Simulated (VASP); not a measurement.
Output of a VASP run:

File OUTCAR:
```
 ion  position               nearest neighbor table
   1  0.000  0.000  0.000-   2 2.85   2 2.85   2 2.85   2 2.85
   2  0.250  0.250  0.250-   1 2.85   1 2.85   1 2.85   1 2.85
  LATTYP: Found a face centered cubic cell.
 ALAT       =     6.5745103134
 Subroutine PRICEL returns:
 Original cell was already a primitive cell.
 Subroutine GETGRP returns: Found 24 space group operations
The static configuration has the point symmetry T_d .
The dynamic configuration has the point symmetry T_d .
 Subroutine INISYM returns: Found 24 space group operations
 Subroutine IBZKPT returns following result:
 Found     47 irreducible k-points:

 Following reciprocal coordinates:
            Coordinates               Weight
  0.000000  0.000000  0.000000      1.000000
  0.100000  0.000000  0.000000      8.000000
  0.200000  0.000000  0.000000      8.000000
  0.300000  0.000000  0.000000      8.000000
  0.400000  0.000000  0.000000      8.000000
  0.500000  0.000000  0.000000      4.000000
  0.100000  0.100000  0.000000      6.000000
  0.200000  0.100000  0.000000     24.000000
  0.300000  0.100000  0.000000     24.000000
  0.400000  0.100000  0.000000     24.000000
  0.500000  0.100000  0.000000     24.000000
 -0.400000  0.100000  0.000000     24.000000
 -0.300000  0.100000  0.000000     24.000000
 -0.200000  0.100000  0.000000     24.000000
 -0.100000  0.100000  0.000000     12.000000
  0.200000  0.200000  0.000000      6.000000
  0.300000  0.200000  0.000000     24.000000
  0.400000  0.200000  0.000000     24.000000
  0.500000  0.200000  0.000000     24.000000
 -0.400000  0.200000  0.000000     24.000000
 -0.300000  0.200000  0.000000     24.000000
 -0.200000  0.200000  0.000000     12.000000
  0.300000  0.300000  0.000000      6.000000
  0.400000  0.300000  0.000000     24.000000
  0.500000  0.300000  0.000000     24.000000
 -0.400000  0.300000  0.000000     24.000000
 -0.300000  0.300000  0.000000     12.000000
  0.400000  0.400000  0.000000      6.000000
  0.500000  0.400000  0.000000     24.000000
 -0.400000  0.400000  0.000000     12.000000
  0.500000  0.500000  0.000000      3.000000
  0.300000  0.200000  0.100000     24.000000
  0.400000  0.200000  0.100000     48.000000
  0.500000  0.200000  0.100000     48.000000
 -0.400000  0.200000  0.100000     24.000000
  0.400000  0.300000  0.100000     24.000000
  0.500000  0.300000  0.100000     48.000000
 -0.400000  0.300000  0.100000     48.000000
 -0.300000  0.300000  0.100000     48.000000
 -0.200000  0.300000  0.100000     24.000000
   k-points           NKPTS =     47   k-points in BZ     NKDIM =     47   number of bands    NBANDS=     13
   number of dos      NEDOS =    301   number of ions     NIONS =      2
   total plane-waves  NPLWV =  46656
   dimension x,y,z NGX =    36 NGY =   36 NGZ =   36
   dimension x,y,z NGXF=    72 NGYF=   72 NGZF=   72
   ions per type =               1   1
   PREC   = accura    normal or accurate (medium, high low for compatibility)
   ISTART =      0    job   : 0-new  1-cont  2-samecut
   ICHARG =      2    charge: 1-file 2-atom 10-const
   ISPIN  =      1    spin polarized calculation?
   LNONCOLLINEAR =      F non collinear calculations
   LSORBIT =      F    spin-orbit coupling
   INIWAV =      1    electr: 0-lowe 1-rand  2-diag
   ENCUT  =  520.0 eV  38.22 Ry    6.18 a.u.   8.64  8.64  8.64*2*pi/ulx,y,z
   NELM   =    100;   NELMIN=  2; NELMDL= -5     # of ELM steps
   EDIFF  = 0.1E-06   stopping-criterion for ELM
   LREAL  =      F    real-space projection
   NLSPLINE    = F    spline interpolate recip. space projectors
   LMAXMIX     =    4 max onsite mixed and CHGCAR
   VOSKOWN=      0    Vosko Wilk Nusair interpolation
   EDIFFG = 0.1E-05   stopping-criterion for IOM
   NSW    =      0    number of steps for IOM
   NBLOCK =      1;   KBLOCK =      1    inner block; outer block
   IBRION =     -1    ionic relax: 0-MD 1-quasi-New 2-CG
...
```

OSZICAR:
```
       N       E                     dE             d eps       ncg     rms          rms(c)
DAV:   1     0.110636930637E+03    0.11064E+03   -0.79086E+03  1222   0.136E+03
DAV:   2     0.772843553333E+00   -0.10986E+03   -0.10730E+03  1282   0.309E+02
DAV:   3    -0.682629460577E+01   -0.75991E+01   -0.75473E+01  1587   0.878E+01
DAV:   4    -0.703777622213E+01   -0.21148E+00   -0.21138E+00  1510   0.173E+01
DAV:   5    -0.704715615137E+01   -0.93799E-02   -0.93796E-02  1728   0.302E+00    0.388E+00
DAV:   6    -0.695516714776E+01    0.91989E-01   -0.17666E-01  1660   0.702E+00    0.226E+00
DAV:   7    -0.694376505786E+01    0.11402E-01   -0.71952E-02  1588   0.284E+00    0.618E-01
DAV:   8    -0.694482414913E+01   -0.10591E-02   -0.77162E-03  1557   0.118E+00    0.241E-01
DAV:   9    -0.694545574216E+01   -0.63159E-03   -0.92689E-04  1375   0.310E-01    0.730E-02
DAV:  10    -0.694552861677E+01   -0.72875E-04   -0.62282E-05  1548   0.586E-02    0.314E-02
DAV:  11    -0.694557229609E+01   -0.43679E-04   -0.78096E-05  1297   0.599E-02    0.194E-02
DAV:  12    -0.694557316269E+01   -0.86660E-06   -0.11190E-06  1442   0.831E-03    0.572E-03
DAV:  13    -0.694557389423E+01   -0.73153E-06   -0.18283E-06  1312   0.830E-03    0.337E-03
DAV:  14    -0.694557376434E+01    0.12989E-06   -0.51274E-08  1156   0.283E-03    0.940E-04
DAV:  15    -0.694557378261E+01   -0.18274E-07   -0.15715E-08   711   0.164E-03
   1 F= -.73907613E+01 E0= -.73908490E+01  d E =0.263232E-03
```

**OUTCAR**
```
------------------------ aborting loop because EDIFF is reached ----------------------------------------
 Edisp (eV)   -0.44519
  FORCE on cell =-STRESS in cart. coord.  units (eV):
  Direction    XX          YY          ZZ          XY          YZ          ZX
  --------------------------------------------------------------------------------------
  Total       0.00726     0.00726     0.00726     0.00000     0.00000     0.00000
  in kB       0.16382     0.16382     0.16382     0.00000     0.00000     0.00000
  external pressure =        0.16 kB  Pullay stress =        0.00 kB
  volume of cell :       71.04
      direct lattice vectors                 reciprocal lattice vectors
     0.000000000  3.287255157  3.287255157    -0.152102583  0.152102583  0.152102583
     3.287255157  0.000000000  3.287255157     0.152102583 -0.152102583  0.152102583
     3.287255157  3.287255157  0.000000000     0.152102583  0.152102583 -0.152102583
  FREE ENERGIE OF THE ION-ELECTRON SYSTEM (eV)
  ---------------------------------------------------
  free  energy   TOTEN  =        -7.3907612736 eV

  energy  without entropy=       -7.3910245061  energy(sigma->0) =       -7.39084902
```
(Selected blocks of OUTCAR.)

File POSCAR:
```
InSb
1
    0.0000000000     3.2872551567     3.2872551567
    3.2872551567     0.0000000000     3.2872551567
    3.2872551567     3.2872551567     0.0000000000
In Sb
1 1
Direct
  0.0000000000   1.0000000000   0.0000000000
  0.2500000000   0.2500000000   0.2500000000
```

Problem. Write an INCAR and KPOINTS that could have produced this output.

Solution. Several could match; the one computed here: the input of the run itself, PBE GGA with D3 dispersion (zero damping), plane waves, VASP's PBE PAW potentials (set 64).

**INCAR**
```
SYSTEM = InSb
PREC = Accurate; ENCUT = 520; LREAL = .False.
LASPH = .True.
EDIFF = 1E-7; NELM = 100; ALGO = Normal
LMAXMIX = 4
ISMEAR = 1; SIGMA = 0.1
GGA = PE; IVDW = 11
ISIF = 2
LWAVE = .False.; LCHARG = .False.
```

### KPOINTS
```
kpoints
0
gamma
  10 10 10
0 0 0
```

POTCAR, in this order: In_d Sb (PBE.64 set). Program: vasp_std.

The compound is InSb in the zinc blende structure. It was relaxed first.
